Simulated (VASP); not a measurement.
Calculation: PBEsol GGA, VASP's PBE PAW potentials (set 64) (plane waves; VASP).

Input for VASP

**POSCAR**
```
BN
6.8224320
  0.1836134801  -0.3180279335   0.0000000000
  0.1836134801   0.3180279335   0.0000000000
  0.0000000000   0.0000000000   1.0000000628
B N
2 2
Cart
  0.1836134801   0.1060095232   0.2500000157
  0.1836134801  -0.1060095232   0.7500000471
  0.1836134801  -0.1060095232   0.2500000157
  0.1836134801   0.1060095232   0.7500000471
```

**KPOINTS**
```
K-points
0
G
  10 10 4
0 0 0
```

INCAR:
```
ALGO=Normal
EDIFF=1E-8
ENCUT=520
GGA=PS
IBRION=8
ISMEAR=0
LASPH=.True.
LCHARG=.False.
LEPSILON=.True.
LREAL=.False.
LWAVE=.False.
NELM=100
NSW=1
PREC=Accurate
SIGMA=0.01
SYSTEM=BN
```

POTCAR, in this order: B N (PBE.64 set). Program: vasp_std.

### Question
What will the output report for the number of irreducible k-points (NKPTS), number of bands (NBANDS), largest plane-wave count, number of space-group operations, FFT grid (NGX, NGY, NGZ)?

### Answer

The number of irreducible k-points (NKPTS) comes out as 42 and the number of bands (NBANDS) is 12. The largest plane-wave count is 1022, the number of space-group operations comes out as 24 and the FFT grid (NGX, NGY, NGZ) is 20 × 20 × 54.

The compound is BN in the hex structure. It was relaxed first.
